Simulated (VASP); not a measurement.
An input for Ansatz (written as the equivalent of a VASP run, and not itself run):

Ansatz 0.2 input:
```yaml
crystal:
  lattice:
    - [1.7730152, -3.0709525, 0.0000000]
    - [1.7730152, 3.0709525, 0.0000000]
    - [0.0000000, 0.0000000, 5.6037655]
  atoms:
    - { symbol: Pt, position: [0.0000000, 0.0000000, 0.0000000] }
    - { symbol: S, position: [0.3374034, 0.6625966, 0.2202039] }
    - { symbol: S, position: [0.6666670, 0.3333330, 0.7797961] }
kpoints:
  mp_grid: { grid: [8, 8, 4] }
hamiltonian:
  xc: r2scan
  pseudopotentials: { kind: paw }
scf:
  occupations: { method: gaussian, width: 0.05 }
  max_iter: 100
output: { forces: true, stress: true, eigenvalues: true }
```

Task: Write the VASP files for the same calculation (r2SCAN).

Result: One answer among several that fit: 
File POSCAR:
```
PtS2
11.2075310
  0.1581985529  -0.2740079376   0.0000000000
  0.1581985529   0.2740079376   0.0000000000
  0.0000000000   0.0000000000   0.4999999970
Pt S
1 2
Cart
  0.0000000000   0.0000000000   0.0000000000
  0.1581985529   0.0891055189   0.1101019351
  0.1581985529  -0.0913361619   0.3898980618
```

**KPOINTS**
```
Regular mesh
0
Gamma
8 8 4
```

**INCAR**
```
SYSTEM  =  PtS2
PREC  =  Accurate; ENCUT  =  480; LREAL  =  .FALSE.
LASPH  =  .TRUE.
EDIFF  =  1E-7; NELM  =  100; ALGO  =  Normal
LMAXMIX  =  6; LMIXTAU  =  .TRUE.
ISMEAR  =  0; SIGMA  =  0.05
METAGGA  =  R2SCAN
ISIF  =  2
LWAVE  =  .FALSE.; LCHARG  =  .FALSE.
```

POTCAR, in this order: Pt S (PBE.64 set). Program: vasp_std.

What does not carry over: each code has its own PAW files, so the cut-off isn't converted (ENCUT is set for VASP's; basis.ecutwfc is left out, and Ansatz then takes the one that its files recommend); Ansatz stops its SCF on the density residual and VASP on the energy change (EDIFF).

The compound is PtS2 in the 1T layered structure. This cell was strained or had an atom moved on purpose.
